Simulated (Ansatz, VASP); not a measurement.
## One calculation of Li2YZnC6N6, two programs

```xyz
16
Lattice="0.0000 5.7499 5.7499 5.7499 0.0000 5.7499 5.7499 5.7499 0.0000" Properties=species:S:1:pos:R:3 pbc="T T T"
Li    2.8749    2.8749    2.8749
Li    8.6248    8.6248    8.6248
Y     5.7499    5.7499    5.7499
Zn    0.0000    0.0000    0.0000
C     2.2211    5.7499    5.7499
C     5.7499    2.2211    5.7499
C     5.7499    5.7499    2.2211
C     9.2786    5.7499    5.7499
C     5.7499    9.2786    5.7499
C     5.7499    5.7499    9.2786
N     3.3958    5.7499    5.7499
N     5.7499    3.3958    5.7499
N     5.7499    5.7499    3.3958
N     8.1039    5.7499    5.7499
N     5.7499    8.1039    5.7499
N     5.7499    5.7499    8.1039
```

Alike in both runs: functional PBE; k mesh 4 × 4 × 4; occupations gaussian, width 0.1 eV; no spin polarisation.

Ansatz relaxed the structure, and its values are those at the end. VASP's run is a single point on that final structure, the one shown.

```csv
,VASP,Ansatz
version,VASP 6.6.1,Ansatz 0.2.0
potentials or method,"VASP PAW PBE potentials, release 64 (Li_sv, Y_sv, Zn, C, N)","scalar-relativistic, plane waves, PAW"
plane-wave cutoff (eV),520,420
valence electrons in the cell,83,83
```

|  | VASP | Ansatz | Ansatz less VASP |
| --- | --- | --- | --- |
| gap on the k mesh at the Fermi level (eV) | none | none | - |
| rms of the force components (eV/Å) | 0.188 | 0.003 | -0.1854 |

A gap of «none» marks a metal or a gap that the smearing closes. One of these differences is far larger than is usual between the two programs; its cause wasn't traced.

Caveats: the standard files for N, O and F lose accuracy on very short bonds.
